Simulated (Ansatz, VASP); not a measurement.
Two plane-wave programs on CuAs

```
Cu As
1.0
     3.60330    0.00000    0.00000
    -1.80165    3.12055    0.00000
     0.00000    0.00000    4.98760
Cu As
2 2
Cartesian
  0.0000 0.0000 2.4938
  0.0000 0.0000 0.0000
  1.8017 1.0402 3.7407
  0.0000 2.0804 1.2469
```

Alike in both runs: task single point; functional LDA; k mesh 12 × 12 × 8; occupations gaussian, width 0.15 eV; no spin polarisation.

|  | VASP | Ansatz |
| --- | --- | --- |
| version | VASP 6.6.1 | Ansatz 0.2.0 |
| potentials or method | VASP PAW LDA potentials, release 64 (Cu, As) | scalar-relativistic, plane waves, PAW |
| plane-wave cutoff (eV) | 520 | 520 |
| valence electrons in the cell | 32 | 68 |

VASP gave:

| Property | Result |
| --- | --- |
| gap on the k mesh at the Fermi level (eV) | none |
| pressure (GPa) | 11.3 |
| largest component of the traceless stress (GPa) | 5.77 |

Problem. Estimate Ansatz's values.

Solution. gap on the k mesh at the Fermi level (eV): none; pressure (GPa): 10.7; largest component of the traceless stress (GPa): 5.81.

A gap of «none» marks a metal or a gap that the smearing closes. The two sets of potentials don't hold the same shells in valence.
